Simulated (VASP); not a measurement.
Ti, 1 atom in the cell. The structure is cubic, space group Im-3m (No. 229). The conventional cell has a = 3.208 Å, b = 3.208 Å, c = 3.208 Å, α = 90.00°, β = 90.00°, γ = 90.00°. Ti (site symmetry m-3m) has 8 Ti at 2.78 Å as nearest neighbours. This isn't the form of Ti at room conditions, which is hcp.

| Quantity | Value |
| --- | --- |
| Program | VASP 6.6.1 |
| Task | single point |
| Functional | PBEsol |
| Potentials or basis | VASP PAW PBE potentials, release 64 (Ti_sv) |
| Cutoff | 520 eV |
| k mesh | 28 × 28 × 28 |
| Occupations | gaussian, width 0.1 eV |
| Spin | no spin polarisation |
| Further INCAR settings | ALGO = Fast; EDIFF = 1e-06; NBANDS = 12 |

Potentials or basis: VASP PAW PBE potentials, release 64 (Ti_sv).

Command:

```console
$ cat potpaw_PBE.64/Ti_sv/POTCAR > POTCAR
$ mpirun -np 1 vasp_std > vasp.out
```

Hardware: 1 thread of Intel(R) Xeon(R) Platinum 8259CL CPU @ 2.50GHz (Skylake/Cascade Lake), with other jobs on the host.

Question: How long does it take, and how much memory?

Answer: It took 2.8 min on 1 thread of Intel(R) Xeon(R) Platinum 8259CL CPU @ 2.50GHz (Skylake/Cascade Lake), on a shared host, peak memory 0.24 GiB. Counts: scf iterations 21, k points 624.
